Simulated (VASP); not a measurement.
Input for VASP

### POSCAR
```
TiS2
1
    1.6559914530    -2.8682616743     0.0000000000
    1.6559914530     2.8682616743    -0.0000000000
    0.0000000000     0.0000000000     5.4323055131
Ti S
1 2
Direct
  0.0000000000   0.0000000000   1.0000000000
  0.3333330000   0.6666670000   0.2620677405
  0.6666670000   0.3333330000   0.7379322595
```

INCAR:
```
SYSTEM = TiS2
PREC = Accurate
ENCUT = 400
EDIFF = 1E-8
NELM = 100
ALGO = Normal
LREAL = .FALSE.
LASPH = .TRUE.
ISMEAR = 1
SIGMA = 0.1
LMAXMIX = 4
LWAVE = .FALSE.
LCHARG = .FALSE.
IBRION = 1
ISIF = 2
NSW = 30
EDIFFG = -0.001
```

File KPOINTS:
```
Automatic mesh
0
Gamma
10 10 5
0 0 0
```

POTCAR, in this order: Ti_sv S (LDA.64 set). Program: vasp_std.

Translate this LDA calculation to Quantum ESPRESSO's pw.x.

One equivalent input (not run):
```
&CONTROL
  calculation = 'relax'
  pseudo_dir = './pseudo'
  outdir = './out'
  tprnfor = .true.
  tstress = .true.
  nstep = 30
  forc_conv_thr = 3.9e-05
/
&SYSTEM
  ibrav = 0
  nat = 3
  ntyp = 2
  ecutwfc = 84
  occupations = 'smearing'
  smearing = 'methfessel-paxton'
  degauss = 0.00735
  input_dft = 'pz'
/
&ELECTRONS
  conv_thr = 7.3e-10
  electron_maxstep = 100
/
&IONS
/
ATOMIC_SPECIES
  Ti 47.867 Ti.upf
  S 32.060 S.upf
CELL_PARAMETERS angstrom
     1.6559915   -2.8682617    0.0000000
     1.6559915    2.8682617   -0.0000000
     0.0000000    0.0000000    5.4323055
ATOMIC_POSITIONS crystal
  Ti   0.0000000  0.0000000  1.0000000
  S    0.3333330  0.6666670  0.2620677
  S    0.6666670  0.3333330  0.7379323
K_POINTS automatic
  10 10 5 0 0 0
```
The two are equivalent in intent, not identical: the potentials are each code's own (VASP's PAW set, PseudoDojo norm-conserving files in pw.x), so ENCUT and ecutwfc are chosen apart and not converted; conv_thr bounds pw.x's estimated SCF error, while EDIFF bounds the energy change between steps; forc_conv_thr acts on force components and is met together with etot_conv_thr.

The compound is TiS2 in the 1T layered structure. This run relaxes the ions in a fixed cell. Symmetry was kept, so distortions that lower it aren't found. The start is the result of an earlier pass.
